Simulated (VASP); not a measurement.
# BaFeO2 (P-3m1) in VASP: relaxation of cell and atoms with PBE

Aim: the relaxation of cell and atoms of BaFeO2 with PBE.

All numbers are computed with VASP 6.6.1; they aren't measurements. Logs are shortened: lines on timing, memory, paths and dates and some standing lists are left out, and cuts for length are marked.

## Step 1: Starting point

The structure is trigonal, space group P-3m1 (No. 164). Conventional cell: a = 4.175 Å, b = 4.175 Å, c = 5.114 Å, α = 90.00°, β = 90.00°, γ = 120.00°. Ba (site symmetry -3m) is surrounded by 6 O at 2.48 Å and 2 Fe at 2.56 Å. Around Fe (site symmetry -3m) lie 2 Ba at 2.56 Å. O (site symmetry 3m) is surrounded by 3 Ba at 2.48 Å and 3 O at 2.66 Å.

The cell was built by a generator and needn't be a form met in nature.

## Step 2: Relaxation of cell and atoms, PBE, collinear spin, ferromagnetic start

Input file INCAR:

```
SYSTEM = BaFeO2
PREC = Normal ; ENCUT = 520
EDIFF = 1E-4 ; ISMEAR = 0
SIGMA = 0.15 ; LREAL = .FALSE.
LASPH = .TRUE. ; NELM = 60
ALGO = Fast ; ISIF = 3
LWAVE = .FALSE. ; LCHARG = .FALSE.
ISPIN = 2 ; MAGMOM = 0 3 0 0
LORBIT = 11 ; LMAXMIX = 4
GGA = PE ; IBRION = 2
NSW = 24 ; EDIFFG = -0.08
```

Input file KPOINTS:

```
Automatic mesh
0
G
  4 4 3
  0 0 0
```

Input file POSCAR:

```
BaFeO2
1.0
    4.1754102100      0.0000000000      0.0000000000
   -2.0877051000      3.6160113100      0.0000000000
    0.0000000000      0.0000000000      5.1135560000
Ba Fe O
1 1 2
Direct
    0.0000000000      0.0000000000      0.5000000000
    0.0000000000      0.0000000000      0.0000000000
    0.3333333300      0.6666666700      0.6109182700
    0.6666666700      0.3333333300      0.3890817300
```

Potentials or basis: VASP PAW PBE potentials, release 64 (Ba_sv, Fe, O).

Started as:

```console
cat potpaw_PBE.64/Ba_sv/POTCAR potpaw_PBE.64/Fe/POTCAR potpaw_PBE.64/O/POTCAR > POTCAR
mpirun -np 1 vasp_std > vasp.out
```

OUTCAR:

```text
SYSTEM = BaFeO2
   PREC = Normal
   ENCUT = 520
   EDIFF = 1E-4
   ISMEAR = 0
   LREAL = .FALSE.
   LASPH = .TRUE.
   NELM = 60
   ISIF = 3
   ISPIN = 2
   LORBIT = 11
   GGA = PE
   IBRION = 2
   NSW = 24
   EDIFFG = -0.08

 ion  position               nearest neighbor table
   1  0.000  0.000  0.500-   3 2.48   4 2.48   3 2.48   4 2.48   4 2.48   3 2.48   2 2.56   2 2.56

   2  0.000  0.000  0.000-   1 2.56   1 2.56
   3  0.333  0.667  0.611-   1 2.48   1 2.48   1 2.48
   4  0.667  0.333  0.389-   1 2.48   1 2.48   1 2.48

  LATTYP: Found a hexagonal cell.
 ALAT       =     4.1754102100
 C/A-ratio  =     1.2246835024

  Lattice vectors:

 A1 = (   4.1754102100,   0.0000000000,   0.0000000000)
 A2 = (  -2.0877051000,   3.6160113100,   0.0000000000)
 A3 = (   0.0000000000,   0.0000000000,   5.1135560000)

Analysis of symmetry for initial positions (statically):
=====================================================================
 Subroutine PRICEL returns:
 Original cell was already a primitive cell.

 Routine SETGRP: Setting up the symmetry group for a
 hexagonal supercell.

 Subroutine GETGRP returns: Found 12 space group operations
 (whereof 12 operations were pure point group operations)
 out of a pool of 24 trial point group operations.

The static configuration has the point symmetry D_3d.

Analysis of symmetry for dynamics (positions and initial velocities):
=====================================================================
 Subroutine PRICEL returns:
 Original cell was already a primitive cell.

 Routine SETGRP: Setting up the symmetry group for a
 hexagonal supercell.

 Subroutine GETGRP returns: Found 12 space group operations
 (whereof 12 operations were pure point group operations)
 out of a pool of 24 trial point group operations.

The dynamic configuration has the point symmetry D_3d.

Analysis of structural, dynamic, and magnetic symmetry:
=====================================================================
 Subroutine PRICEL returns:
 Original cell was already a primitive cell.

 Routine SETGRP: Setting up the symmetry group for a
 hexagonal supercell.

 Subroutine GETGRP returns: Found 12 space group operations
 (whereof 12 operations were pure point group operations)
 out of a pool of 24 trial point group operations.

The overall configuration has the point symmetry D_3d.

 Subroutine INISYM returns: Found 12 space group operations
 (whereof 12 operations are pure point group operations),
 and found     1 'primitive' translations

----------------------------------------------------------------------------------------

                                     Primitive cell

  volume of cell :      77.2062

  direct lattice vectors                    reciprocal lattice vectors
     4.175410210  0.000000000  0.000000000     0.239497427  0.138273903  0.000000000
    -2.087705100  3.616011310  0.000000000     0.000000000  0.276547808  0.000000000
     0.000000000  0.000000000  5.113556000     0.000000000  0.000000000  0.195558629

  length of vectors
     4.175410210  4.175410205  5.113556000     0.276547807  0.276547808  0.195558629

  position of ions in fractional coordinates (direct lattice)
     0.000000000  0.000000000  0.500000000
     0.000000000  0.000000000  0.000000000
     0.333333330  0.666666670  0.610918270
     0.666666670  0.333333330  0.389081730

  ion indices of the primitive-cell ions
   primitive index   ion index
                 1           1
                 2           2
                 3           3
                 4           4

----------------------------------------------------------------------------------------

 KPOINTS: Automatic mesh

Automatic generation of k-mesh.
 Grid dimensions read from file:
 generate k-points for:    4    4    3

 Generating k-lattice:

  Cartesian coordinates                     Fractional coordinates (reciprocal lattice)
     0.059874357  0.034568476  0.000000000     0.250000000 -0.000000000  0.000000000
     0.000000000  0.069136952  0.000000000     0.000000000  0.250000000  0.000000000
     0.000000000  0.000000000  0.065186210     0.000000000  0.000000000  0.333333333

  Length of vectors
     0.069136952  0.069136952  0.065186210

  Shift w.r.t. Gamma in fractional coordinates (k-lattice)
     0.000000000  0.000000000  0.000000000

 Subroutine IBZKPT returns following result:
 ===========================================

 Found      9 irreducible k-points:

 Following reciprocal coordinates:
            Coordinates               Weight
  0.000000  0.000000  0.000000      1.000000
  0.250000  0.000000  0.000000      6.000000
  0.500000  0.000000  0.000000      3.000000
  0.250000  0.250000  0.000000      6.000000
  0.000000  0.000000  0.333333      2.000000
  0.250000  0.000000  0.333333      6.000000
  0.000000  0.250000  0.333333      6.000000
  0.500000  0.000000  0.333333      6.000000
  0.250000  0.250000  0.333333     12.000000
   k-points           NKPTS =      9   k-points in BZ     NKDIM =      9   number of bands    NBANDS=     21
   number of dos      NEDOS =    301   number of ions     NIONS =      4
   total plane-waves  NPLWV =  17280
   dimension x,y,z NGX =    24 NGY =   24 NGZ =   30
   dimension x,y,z NGXF=    48 NGYF=   48 NGZF=   60
   ions per type =               1   1   2
   NGX,Y,Z   is equivalent  to a cutoff of   9.56,  9.56,  9.75 a.u.
   NGXF,Y,Z  is equivalent  to a cutoff of  19.11, 19.11, 19.51 a.u.
 SYSTEM =  BaFeO2
   PREC   = normal    normal or accurate (medium, high low for compatibility)
   ISTART =      0    job   : 0-new  1-cont  2-samecut
   ICHARG =      2    charge: 1-file 2-atom 10-const
   ISPIN  =      2    spin polarized calculation?
   LNONCOLLINEAR =      F non collinear calculations
   LSORBIT =      F    spin-orbit coupling
   LASPH  =      T    aspherical Exc in radial PAW
   ENCUT  =  520.0 eV  38.22 Ry    6.18 a.u.   7.76  7.76  9.51*2*pi/ulx,y,z
   NELM   =     60;   NELMIN=  2; NELMDL= -5     # of ELM steps
   EDIFF  = 0.1E-03   stopping-criterion for ELM
   LREAL  =      F    real-space projection
   EDIFFG = -.8E-01   stopping-criterion for IOM
   NSW    =     24    number of steps for IOM
   IBRION =      2    ionic relax: 0-MD 1-quasi-New 2-CG
   NFREE  =      1    steps in history (QN), initial steepest desc. (CG)
   ISIF   =      3    stress and relaxation
   ISYM   =      2    0-nonsym 1-usesym 2-fastsym
   POTIM  = 0.5000    time-step for ionic-motion
   TEBEG  =    0.0;   TEEND  =   0.0 temperature during run
   PSTRESS=    0.0 pullay stress
   NELECT =      30.0000    total number of electrons
   NUPDOWN=      -1.0000    fix difference up-down
   EMIN   =  10.00;   EMAX   =-10.00  energy-range for DOS
   EFERMI =   0.00;   METHOD = LEGACY
   ISMEAR =     0;   SIGMA  =   0.15  broadening in eV -4-tet -1-fermi 0-gaus
   EFERMI_NEDOS =   21; number of points for ismear=-14 and -15
   IALGO  =     68    algorithm
   IMIX   =      4    mixing-type and parameters
     AMIX     =   0.40;   BMIX     =  1.00
     AMIX_MAG =   1.60;   BMIX_MAG =  1.00
  volume/ion in A,a.u.               =      19.30       130.25
  Fermi-wavevector in a.u.,A,eV,Ry     =   1.194624  2.257512 19.417238  1.427127
  Thomas-Fermi vector in A             =   2.330610
   LORBIT       =     11    0 simple, 1 ext, 2 COOP (PROOUT), +10 PAW based schemes
   GGA     = PE    functional components
   LHFCALC =     F    Hartree Fock is set to
   AEXX    =    0.0000 exact exchange contribution
   IVDW    =     0    specifies the selected vdW correction
   LEPSILON=     F    determine dielectric tensor
   LRPA    =     F    only Hartree local field effects (RPA)
 conjugate gradient relaxation of ions
 spin polarized calculation
 RMM-DIIS sequential band-by-band and
 Gauss-broadening in eV      SIGMA  =   0.15
  energy-cutoff  :      520.00
  volume of cell :       77.21
 maximum number of plane-waves:      2125
   NGX = 15   NGY = 15   NGZ = 19

--------------------------------------- Ionic step        1  -------------------------------------------

 number of electron      29.9999983 magnetization       4.0716917

 Free energy of the ion-electron system (eV)
  ---------------------------------------------------
  ext. energy  EPLUGINS =         0.00000000
  ---------------------------------------------------
  free energy    TOTEN  =       -18.23513550 eV

  energy without entropy =      -18.18276289  energy(sigma->0) =      -18.20894920

------------------------ aborting loop because EDIFF is reached ----------------------------------------

  FORCE on cell =-STRESS in cart. coord.  units (eV):
  Direction    XX          YY          ZZ          XY          YZ          ZX
  --------------------------------------------------------------------------------------
  -------------------------------------------------------------------------------------
  Total        2.5304174      2.5304174      6.7915687      0.0000000      0.0000000      0.0000000
  in kB       52.5110626     52.5110625    140.9382049      0.0000001      0.0000000      0.0000000
  external PRESSURE =      81.9867767 kB  Pullay stress =       0.0000000 kB
[... 95 lines left out ...]
  FREE ENERGIE OF THE ION-ELECTRON SYSTEM (eV)
  ---------------------------------------------------
  free  energy   TOTEN  =       -19.7494636085 eV

  energy  without entropy=      -19.7194348915  energy(sigma->0) =      -19.73444925

 E-fermi :  -0.2304     XC(G=0):  -8.2083

 val. band max:       -0.3296598133   @ k =   0.2500   0.2500   0.3333
 cond. band min:      -0.1193840047   @ k =   0.0000   0.0000   0.0000
 fundamental gap:      0.2102758086
 Fermi energy:        -0.2303661006

 spin component 1

 k-point     1 :       0.0000    0.0000    0.0000
  band No.  band energies     occupation
      1     -26.1255      1.00000
      2     -15.8074      1.00000
      3     -15.6277      1.00000
      4     -11.0245      1.00000
      5     -10.9934      1.00000
      6     -10.9934      1.00000
[... 409 lines left out ...]
      5     -11.2417      1.00000
      6     -11.1628      1.00000
[... 13 lines left out ...]
     20       4.7248      0.00000
     21       5.2399      0.00000

 E-fermi :   0.5185     XC(G=0):  -8.7011

 val. band max:        0.4216578573   @ k =   0.2500   0.2500   0.3333
 cond. band min:       0.6279692365   @ k =   0.0000   0.0000   0.0000
 fundamental gap:      0.2063113791
 Fermi energy:         0.5185306090

 spin component 1

 k-point     1 :       0.0000    0.0000    0.0000
  band No.  band energies     occupation
      1     -25.5950      1.00000
      2     -15.4715      1.00000
      3     -15.2058      1.00000
      4     -10.3282      1.00000
      5     -10.3282      1.00000
      6     -10.3138      1.00000
[... 409 lines left out ...]
      5     -10.7931      1.00000
      6     -10.5848      1.00000
[... 13 lines left out ...]
     20       5.2935      0.00000
     21       6.2732      0.00000

[... ionic steps 4 to 18 ...]

--------------------------------------- Ionic step       19  -------------------------------------------

 number of electron      30.0000067 magnetization       4.0355711

------------------------ aborting loop because EDIFF is reached ----------------------------------------

  FORCE on cell =-STRESS in cart. coord.  units (eV):
  Direction    XX          YY          ZZ          XY          YZ          ZX
  --------------------------------------------------------------------------------------
  -------------------------------------------------------------------------------------
  Total        0.0730903      0.0730903      0.4951230      0.0000000      0.0000000     -0.0000000
  in kB        1.9772471      1.9772471     13.3941245      0.0000000      0.0000000     -0.0000000
  external PRESSURE =       5.7828729 kB  Pullay stress =       0.0000000 kB
[... 61 lines left out ...]
  energy  without entropy=      -25.1720946258  energy(sigma->0) =      -25.17512674

--------------------------------------- Ionic step       21  -------------------------------------------

 number of electron      30.0000041 magnetization       4.0121156

 Free energy of the ion-electron system (eV)
  ---------------------------------------------------
  ext. energy  EPLUGINS =         0.00000000
  ---------------------------------------------------
  free energy    TOTEN  =       -25.17909180 eV

  energy without entropy =      -25.17473123  energy(sigma->0) =      -25.17691151

 E-fermi :   4.4709     XC(G=0): -10.7248

 val. band max:        4.2778212539   @ k =   0.2500   0.2500   0.3333
 cond. band min:       4.6495078179   @ k =   0.5000   0.0000   0.3333
 fundamental gap:      0.3716865639
 Fermi energy:         4.4709271648

 spin component 1

 k-point     1 :       0.0000    0.0000    0.0000
  band No.  band energies     occupation
      1     -23.9211      1.00000
      2     -13.7079      1.00000
      3     -13.6793      1.00000
      4      -8.0942      1.00000
      5      -7.5244      1.00000
      6      -7.5244      1.00000
[... 455 lines left out ...]
  FREE ENERGIE OF THE ION-ELECTRON SYSTEM (eV)
  ---------------------------------------------------
  free  energy   TOTEN  =       -25.1790918023 eV

  energy  without entropy=      -25.1747312275  energy(sigma->0) =      -25.17691151

 reached required accuracy - stopping structural energy minimisation

 total charge

# of ion       s       p       d       tot
------------------------------------------
    1        2.023   5.603   0.523   8.149
    2        0.279   0.288   5.962   6.530
    3        1.562   3.379   0.000   4.940
    4        1.562   3.379   0.000   4.940
--------------------------------------------------
tot          5.425  12.649   6.485  24.560

 magnetization (x)

# of ion       s       p       d       tot
------------------------------------------
    1        0.000   0.007  -0.069  -0.062
    2        0.015   0.015   3.584   3.613
    3        0.012   0.168   0.000   0.180
    4        0.012   0.168   0.000   0.180
--------------------------------------------------
tot          0.039   0.358   3.514   3.911
```

Run time: 5.3 min. Hardware: 1 thread of AMD EPYC 7R13 (Zen 3), shared host; peak memory 0.15 GiB.

Results:

```yaml
Free_energy: -25.1791 eV
Relaxed_volume: 15.05 Å³/atom
Relaxed_cell: a = 3.408 Å, b = 3.408 Å, c = 5.985 Å, α = 90.00°, β = 90.00°, γ = 120.00°
Space_group_after_relaxing_to_0.05_Å: P-3m1 (No. 164)
Energy_gained_by_relaxing: 1736.0 meV/atom
Ionic_steps: 21
Pressure_after_relaxing: -0.6 GPa
Largest_force_after_relaxing: 0.042 eV/Å
Band_gap_on_the_k_mesh: 0.37 eV, indirect (least direct gap 0.69 eV)
Net_moment: 4.01 μB per cell
Site_moments: Ba -0.06; Fe +3.61; O +0.18 μB
Valence_electrons_inside_the_program's_atomic_spheres: Ba 8.15; Fe 6.53; O 4.94
```

Forces in eV/Å, atoms in the order of the input:
```
Ba   0.000  0.000  0.000
Fe   0.000  0.000  0.000
O    0.000  0.000 -0.042
O    0.000  0.000  0.042
```

The path:
```tsv
step	energy change (eV)	largest force (eV/Å)	pressure (GPa)	volume (Å³)
1	0.0000	2.6234	8.20	77.21
2	-0.9989	2.4446	-0.97	88.71
3	-1.5143	1.6145	-8.27	105.06
4	-2.1486	1.5148	-10.12	104.62
5	-2.7151	1.1914	-12.64	103.61
6	-2.7127	0.2788	-19.37	100.19
7	-2.9188	1.0204	-14.68	102.81
8	-4.0292	1.1654	-14.04	91.70
9	-6.2614	1.6127	-3.16	62.85
10	-6.2509	1.9659	9.90	54.02
11	-6.3191	1.9514	4.47	56.79
12	-6.6895	1.0397	6.57	55.56
13	-6.7776	0.0443	9.63	54.45
14	-6.9039	0.2786	0.33	58.61
15	-6.9036	0.3024	-0.43	58.87
16	-6.9039	0.2804	-0.57	58.75
17	-6.9181	0.2827	-0.02	58.89
18	-6.9361	0.2309	0.81	59.27
19	-6.9364	0.2355	0.58	59.23
20	-6.9430	0.1381	-0.05	59.77
21	-6.9440	0.0417	-0.56	60.20
```

Final structure:
```
Ba Fe O
1.0
     3.40804    0.00000    0.00000
    -1.70402    2.95145    0.00000
     0.00000    0.00000    5.98473
Ba Fe O
1 1 2
Direct
  0.00000 0.00000 0.50000
  0.00000 0.00000 0.00000
  0.33333 0.66667 0.81281
  0.66667 0.33333 0.18719
```

Levels at points of the mesh, in eV from the valence-band top:
Spin up:
```
           k point  band 14  band 15  band 16  band 17  band 18  band 19  band 20  band 21
(0.00, 0.00, 0.00)    -2.35    -2.01    -0.99    -0.99     1.42     2.35     3.84     3.84
(0.50, 0.00, 0.00)    -2.50    -2.41    -1.74    -0.94     0.44     4.75     6.01     7.09
```
Spin down:
| k point | band 11 | band 12 | band 13 | band 14 | band 15 | band 16 |
| --- | --- | --- | --- | --- | --- | --- |
| (0.00, 0.00, 0.00) | -2.01 | -1.74 | -1.01 | 0.54 | 0.54 | 1.59 |
| (0.50, 0.00, 0.00) | -2.72 | -2.11 | -0.88 | 0.46 | 0.75 | 1.02 |

Caveat: the k mesh is coarse (spacing up to 0.43 Å⁻¹), so the values aren't converged; the volume moved by over 15 % at a fixed basis, so the end points are rough; spin-orbit coupling is left out, which moves the levels of the heavy elements; an odd mesh through Γ misses points on the zone boundary, where band edges often lie; a cell with one magnetic atom can't hold antiferromagnetic order, which such compounds often take; the relaxation stopped at a loose force limit of 0.08 eV/Å, so its end isn't a converged minimum. PBE gaps usually lie below the measured ones, often by a third to a half.
